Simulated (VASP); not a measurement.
Calculation: r2SCAN+rVV10, VASP's PBE PAW potentials (set 64) (plane waves; VASP).

VASP ran on this input.

**KPOINTS**
```
Automatic mesh
0
Gamma
9 9 1
0 0 0
```

INCAR:
```
SYSTEM = C bilayer
PREC = Accurate
ENCUT = 520
EDIFF = 1E-6
NELM = 100
ALGO = Normal
LREAL = .FALSE.
LASPH = .TRUE.
ISMEAR = 0
SIGMA = 0.05
METAGGA = R2SCAN
LUSE_VDW = .TRUE.
BPARAM = 11.95
CPARAM = 0.0093
LMIXTAU = .TRUE.
LWAVE = .FALSE.
LCHARG = .FALSE.
IBRION = 2
ISIF = 4
NSW = 60
EDIFFG = -0.02
```

POSCAR:
```
C bilayer
1
    2.4574513759     0.0000000000    -0.0000000000
   -1.2287256880     2.1282148311     0.0000000000
   -0.0000000000     0.0000000000    19.3951669443
C
4
Direct
  0.0000000000   1.0000000000   0.4133243191
  0.6666670000   0.3333330000   0.4133385608
  0.0000000000   0.0000000000   0.5866756809
  0.3333330000   0.6666670000   0.5866614392
```

POTCAR, in this order: C (PBE.64 set). Program: vasp_std.

Output of the run:

### OUTCAR
```
 ion  position               nearest neighbor table
   1  0.000  0.000  0.413-   2 1.42   2 1.42   2 1.42
   2  0.667  0.333  0.413-   1 1.42   1 1.42   1 1.42
   3  0.000  0.000  0.587-   4 1.42   4 1.42   4 1.42
   4  0.333  0.667  0.587-   3 1.42   3 1.42   3 1.42
  LATTYP: Found a hexagonal cell.
 ALAT       =     2.4574513759
 C/A-ratio  =     7.8923909277
 Subroutine PRICEL returns:
 Original cell was already a primitive cell.
 Subroutine GETGRP returns: Found 12 space group operations
The static configuration has the point symmetry D_3d.
The dynamic configuration has the point symmetry D_3d.
 Subroutine INISYM returns: Found 12 space group operations
 Subroutine IBZKPT returns following result:
 Found     12 irreducible k-points:

 Following reciprocal coordinates:
            Coordinates               Weight
  0.000000  0.000000  0.000000      1.000000
  0.111111 -0.000000  0.000000      6.000000
  0.222222 -0.000000  0.000000      6.000000
  0.333333 -0.000000  0.000000      6.000000
  0.444444 -0.000000  0.000000      6.000000
  0.111111  0.111111  0.000000      6.000000
  0.222222  0.111111  0.000000     12.000000
  0.333333  0.111111  0.000000     12.000000
  0.444444  0.111111  0.000000      6.000000
  0.222222  0.222222  0.000000      6.000000
  0.333333  0.222222  0.000000     12.000000
  0.333333  0.333333  0.000000      2.000000
   k-points           NKPTS =     12   k-points in BZ     NKDIM =     12   number of bands    NBANDS=     12
   number of dos      NEDOS =    301   number of ions     NIONS =      4
   total plane-waves  NPLWV =  46656
   dimension x,y,z NGX =    18 NGY =   18 NGZ =  144
   dimension x,y,z NGXF=    36 NGYF=   36 NGZF=  288
   ions per type =               4
   PREC   = accura    normal or accurate (medium, high low for compatibility)
   ISTART =      0    job   : 0-new  1-cont  2-samecut
   ICHARG =      2    charge: 1-file 2-atom 10-const
...
```

OSZICAR:
```
       N       E                     dE             d eps       ncg     rms          rms(c)
DAV:   1     0.110149901691E+03    0.11015E+03   -0.68708E+03   288   0.107E+03
DAV:   2    -0.308227497668E+02   -0.14097E+03   -0.12483E+03   432   0.234E+02
DAV:   3    -0.448287638528E+02   -0.14006E+02   -0.13793E+02   352   0.826E+01
DAV:   4    -0.451225009043E+02   -0.29374E+00   -0.29308E+00   360   0.148E+01
DAV:   5    -0.451303997694E+02   -0.78989E-02   -0.78911E-02   376   0.236E+00    0.827E+00
DAV:   6    -0.422225405454E+02    0.29079E+01   -0.19690E+00   340   0.104E+01    0.593E+00
DAV:   7    -0.393657597548E+02    0.28568E+01   -0.71613E-01   356   0.693E+00    0.137E+00
DAV:   8    -0.416709554146E+02   -0.23052E+01   -0.74570E-01   332   0.724E+00    0.159E+00
DAV:   9    -0.404422996642E+02    0.12287E+01   -0.15860E-01   352   0.408E+00    0.502E-01
DAV:  10    -0.401253106568E+02    0.31699E+00   -0.27270E-02   312   0.232E+00    0.284E-01
DAV:  11    -0.401481034169E+02   -0.22793E-01   -0.18591E-02   336   0.193E+00    0.114E-01
DAV:  12    -0.392008819973E+02    0.94722E+00   -0.20137E-01   324   0.384E+00    0.205E-01
DAV:  13    -0.391998800513E+02    0.10019E-02   -0.30358E-03   328   0.612E-01    0.223E-01
DAV:  14    -0.392200020745E+02   -0.20122E-01   -0.29183E-03   300   0.701E-01    0.255E-01
DAV:  15    -0.392799588996E+02   -0.59957E-01   -0.23254E-02   296   0.149E+00    0.241E-01
DAV:  16    -0.392719176978E+02    0.80412E-02   -0.84880E-03   316   0.104E+00    0.213E-01
DAV:  17    -0.392422581850E+02    0.29660E-01   -0.39880E-03   312   0.637E-01    0.226E-01
DAV:  18    -0.392479692052E+02   -0.57110E-02   -0.22968E-04   328   0.156E-01    0.207E-01
DAV:  19    -0.392498353381E+02   -0.18661E-02   -0.24129E-03   308   0.416E-01    0.882E-02
DAV:  20    -0.392435230005E+02    0.63123E-02   -0.51255E-04   332   0.217E-01    0.405E-02
DAV:  21    -0.392489794743E+02   -0.54565E-02   -0.13406E-04   328   0.119E-01    0.309E-02
DAV:  22    -0.392562359749E+02   -0.72565E-02   -0.29807E-04   296   0.177E-01    0.251E-02
DAV:  23    -0.392726326296E+02   -0.16397E-01   -0.23159E-03   292   0.499E-01    0.349E-02
DAV:  24    -0.392743306485E+02   -0.16980E-02   -0.19146E-04   348   0.160E-01    0.379E-02
DAV:  25    -0.392743122167E+02    0.18432E-04   -0.14310E-03   288   0.402E-01    0.337E-02
DAV:  26    -0.392734057443E+02    0.90647E-03   -0.36540E-04   300   0.274E-01    0.236E-02
DAV:  27    -0.392704818445E+02    0.29239E-02   -0.25747E-04   304   0.239E-01    0.145E-02
DAV:  28    -0.392725981222E+02   -0.21163E-02   -0.79341E-05   328   0.103E-01    0.766E-03
DAV:  29    -0.392722777423E+02    0.32038E-03   -0.49081E-06   348   0.250E-02    0.562E-03
DAV:  30    -0.392740714246E+02   -0.17937E-02   -0.68158E-04   288   0.384E-01    0.456E-03
DAV:  31    -0.392740466409E+02    0.24784E-04   -0.20319E-05   332   0.620E-02    0.359E-03
DAV:  32    -0.392741243561E+02   -0.77715E-04   -0.78699E-05   288   0.140E-01    0.346E-03
DAV:  33    -0.392748506178E+02   -0.72626E-03   -0.60076E-05   288   0.116E-01    0.296E-03
DAV:  34    -0.392756675658E+02   -0.81695E-03   -0.16472E-04   288   0.171E-01    0.173E-03
DAV:  35    -0.392756728925E+02   -0.53267E-05   -0.89123E-06   308   0.372E-02    0.168E-03
DAV:  36    -0.392758872478E+02   -0.21436E-03   -0.32481E-05   304   0.622E-02    0.255E-03
DAV:  37    -0.392758600197E+02    0.27228E-04   -0.32179E-06   344   0.180E-02    0.154E-03
DAV:  38    -0.392758865204E+02   -0.26501E-04   -0.19026E-06   276   0.132E-02    0.198E-03
DAV:  39    -0.392758944615E+02   -0.79412E-05   -0.12572E-06   268   0.118E-02    0.103E-03
DAV:  40    -0.392758954947E+02   -0.10332E-05   -0.52273E-07   192   0.822E-03    0.568E-04
DAV:  41    -0.392758958979E+02   -0.40320E-06   -0.20950E-07   192   0.545E-03
   1 F= -.39275896E+02 E0= -.39275199E+02  d E =-.392759E+02
       N       E                     dE             d eps       ncg     rms          rms(c)
DAV:   1    -0.392760878022E+02   -0.19231E-03   -0.14988E-02   320   0.112E+00    0.501E-02
DAV:   2    -0.392758656443E+02    0.22216E-03   -0.21736E-04   288   0.134E-01    0.302E-02
DAV:   3    -0.392758522099E+02    0.13434E-04   -0.17691E-04   324   0.116E-01    0.710E-03
DAV:   4    -0.392758939742E+02   -0.41764E-04   -0.38946E-05   300   0.799E-02    0.515E-03
DAV:   5    -0.392759358731E+02   -0.41899E-04   -0.96438E-06   292   0.380E-02    0.232E-03
DAV:   6    -0.392759423684E+02   -0.64952E-05   -0.24418E-06   304   0.161E-02    0.809E-04
DAV:   7    -0.392759455077E+02   -0.31394E-05   -0.60323E-07   232   0.870E-03    0.569E-04
DAV:   8    -0.392759489281E+02   -0.34203E-05   -0.11430E-06   276   0.101E-02    0.363E-04
DAV:   9    -0.392759507173E+02   -0.17892E-05   -0.12017E-06   224   0.134E-02    0.302E-04
DAV:  10    -0.392759544960E+02   -0.37787E-05   -0.70519E-07   200   0.955E-03    0.237E-04
DAV:  11    -0.392759551651E+02   -0.66914E-06   -0.22521E-07   208   0.477E-03
   2 F= -.39275955E+02 E0= -.39275259E+02  d E =-.592672E-04
```

File OUTCAR:
```
------------------------ aborting loop because EDIFF is reached ----------------------------------------
  FORCE on cell =-STRESS in cart. coord.  units (eV):
  Direction    XX          YY          ZZ          XY          YZ          ZX
  --------------------------------------------------------------------------------------
  Total       -0.0860008     -0.0860008     -0.0656327      0.0000000     -0.0000000      0.0000000
  in kB       -1.3583732     -1.3583726     -1.0366606      0.0000000     -0.0000000      0.0000000
  external PRESSURE =      -1.2511355 kB  Pullay stress =       0.0000000 kB
  volume of cell :      101.44
      direct lattice vectors                 reciprocal lattice vectors
     2.458556516 -0.000000000  0.000000000     0.406742734  0.234833081 -0.000000000
    -1.229278258  2.129171910 -0.000000000     0.000000000  0.469666162 -0.000000000
     0.000000000  0.000000000 19.377734313     0.000000000  0.000000000  0.051605620
 POSITION                                       TOTAL-FORCE (eV/Angst)
 -----------------------------------------------------------------------------------
      2.45856     -0.00000      8.01059         0.000000      0.000000     -0.008231
      1.22928      0.70972      8.00885         0.000000     -0.000000      0.018780
      0.00000     -0.00000     11.36715        -0.000000     -0.000000      0.008231
     -0.00000      1.41945     11.36888        -0.000000      0.000000     -0.018780
 -----------------------------------------------------------------------------------
    total drift:                               -0.000000     -0.000000      0.000000
  FREE ENERGIE OF THE ION-ELECTRON SYSTEM (eV)
  ---------------------------------------------------
  free  energy   TOTEN  =       -39.2759551651 eV

  energy  without entropy=      -39.2745621044  energy(sigma->0) =      -39.27525863

 reached required accuracy - stopping structural energy minimisation
```
(Selected blocks of OUTCAR.)

**CONTCAR**
```
C bilayer
   1.00000000000000
     2.4585565160497773   -0.0000000000000280    0.0000000000000000
    -1.2292782580749353    2.1291719098494801   -0.0000000000000000
     0.0000000000000000    0.0000000000000000   19.3777343127638630
  C
     4
Direct
     1.0000000000000000    0.0000000000000000    0.4133912322892820
     0.6666669999999968    0.3333330000000032    0.4133018919890673
     0.0000000000000000    0.0000000000000000    0.5866087677107179
     0.3333330000000032    0.6666669999999968    0.5866981080109327
```

The cell holds a wide vacuum, so values per volume refer to the whole cell.

The cell is a sheet with vacuum, built from a generated structure.
